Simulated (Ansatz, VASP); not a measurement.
# Two plane-wave programs on KNaICl

```
K Na I Cl
1.0
     3.76592    0.00000    0.00000
     0.00000    4.71642    0.00000
     0.00000    0.00000    6.73795
K Na I Cl
1 1 1 1
Direct
  0.50000 0.50000 0.50000
  0.00000 0.00000 0.00000
  0.50000 0.50000 0.00000
  0.00000 0.00000 0.50000
```

Change from the starting cell: strain +e along x and -e along y -0.1100, strain +e along z and -e/2 along x and y +0.0367.

Alike in both runs: task single point; functional LDA; k mesh 6 × 6 × 4; occupations gaussian, width 0.05 eV; no spin polarisation.

```csv
,VASP,Ansatz
version,VASP 6.6.1,Ansatz 0.2.0
potentials or method,"VASP PAW LDA potentials, release 64 (K_sv, Na_pv, I, Cl)","scalar-relativistic, plane waves, PAW"
plane-wave cutoff (eV),520,520
valence electrons in the cell,30,42
```

```tsv
	VASP	Ansatz	Ansatz less VASP
gap on the k mesh at the Fermi level (eV)	2.81	2.81	-0.004
least direct gap on the mesh (eV)	2.82	2.82	-0.004
pressure (GPa)	0.6	0.6	-0.06
largest component of the traceless stress (GPa)	3.46	3.46	-0.002
```

The two sets of potentials don't hold the same shells in valence.

Caveats: spin-orbit coupling is left out, which moves the levels of the heavy elements. A k mesh can miss the band edges.
